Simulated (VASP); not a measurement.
These are revPBE GGA, VASP's PBE PAW potentials (set 64) (plane waves; VASP) values and carry that method's errors.

A VASP calculation is set up with these files.

KPOINTS:
```
Automatic mesh
0
Gamma
9 9 9
0 0 0
```

POSCAR:
```
LiCl
1
    0.0000000000     2.5938567748     2.5938567748
    2.5938567748     0.0000000000     2.5938567748
    2.5938567748     2.5938567748     0.0000000000
Li Cl
1 1
Direct
  0.0000000000   0.0000000000   0.0000000000
  0.5000000000   0.5000000000   0.5000000000
```

### INCAR
```
SYSTEM  =  LiCl
PREC  =  Accurate; ENCUT  =  520; LREAL  =  .FALSE.
LASPH  =  .TRUE.
EDIFF  =  1E-7; NELM  =  100; ALGO  =  Normal
ISMEAR  =  0; SIGMA  =  0.05
GGA  =  RE
ISIF  =  2
LWAVE  =  .FALSE.; LCHARG  =  .FALSE.
```

POTCAR, in this order: Li_sv Cl (PBE.64 set). Program: vasp_std.

Output of the run:

**OSZICAR**
```
       N       E                     dE             d eps       ncg     rms          rms(c)
DAV:   1     0.431276612352E+02    0.43128E+02   -0.42459E+03   638   0.101E+03
DAV:   2    -0.513005190785E+01   -0.48258E+02   -0.45994E+02   855   0.160E+02
DAV:   3    -0.703741175765E+01   -0.19074E+01   -0.19058E+01   789   0.379E+01
DAV:   4    -0.707725521949E+01   -0.39843E-01   -0.39817E-01   962   0.533E+00
DAV:   5    -0.707751917408E+01   -0.26395E-03   -0.26394E-03   846   0.459E-01    0.255E+00
DAV:   6    -0.700521098990E+01    0.72308E-01   -0.19160E-01   690   0.264E+00    0.190E+00
DAV:   7    -0.701352797377E+01   -0.83170E-02   -0.71125E-02   868   0.181E+00    0.102E+00
DAV:   8    -0.702109955303E+01   -0.75716E-02   -0.13887E-02   682   0.104E+00    0.146E-01
DAV:   9    -0.702114438648E+01   -0.44833E-04   -0.37711E-04   906   0.172E-01    0.568E-02
DAV:  10    -0.702129915447E+01   -0.15477E-03   -0.31880E-04   684   0.162E-01    0.346E-02
DAV:  11    -0.702131263541E+01   -0.13481E-04   -0.97709E-06   938   0.305E-02    0.541E-03
DAV:  12    -0.702131539929E+01   -0.27639E-05   -0.91305E-07   721   0.905E-03    0.387E-03
DAV:  13    -0.702131504348E+01    0.35581E-06   -0.25547E-07   827   0.464E-03    0.503E-04
DAV:  14    -0.702131481506E+01    0.22842E-06   -0.54470E-09   381   0.815E-04    0.119E-04
DAV:  15    -0.702131480761E+01    0.74514E-08   -0.19396E-09   323   0.407E-04
   1 F= -.70213148E+01 E0= -.70213148E+01  d E =-.508274E-26
```

### OUTCAR
```
------------------------ aborting loop because EDIFF is reached ----------------------------------------
  FORCE on cell =-STRESS in cart. coord.  units (eV):
  Direction    XX          YY          ZZ          XY          YZ          ZX
  --------------------------------------------------------------------------------------
  Total        0.1841073      0.1841073      0.1841073     -0.0000000      0.0000000      0.0000000
  in kB        8.4511091      8.4511091      8.4511091     -0.0000000      0.0000000      0.0000000
  external PRESSURE =       8.4511091 kB  Pullay stress =       0.0000000 kB
  volume of cell :       34.90
      direct lattice vectors                 reciprocal lattice vectors
     0.000000000  2.593856775  2.593856775    -0.192763149  0.192763149  0.192763149
     2.593856775  0.000000000  2.593856775     0.192763149 -0.192763149  0.192763149
     2.593856775  2.593856775  0.000000000     0.192763149  0.192763149 -0.192763149
  FREE ENERGIE OF THE ION-ELECTRON SYSTEM (eV)
  ---------------------------------------------------
  free  energy   TOTEN  =        -7.0213148076 eV

  energy  without entropy=       -7.0213148076  energy(sigma->0) =       -7.02131481
```
(Selected blocks of OUTCAR.)

The compound is LiCl in the rock salt structure. This cell is one point of a volume scan, at 0.97 of the reference volume.
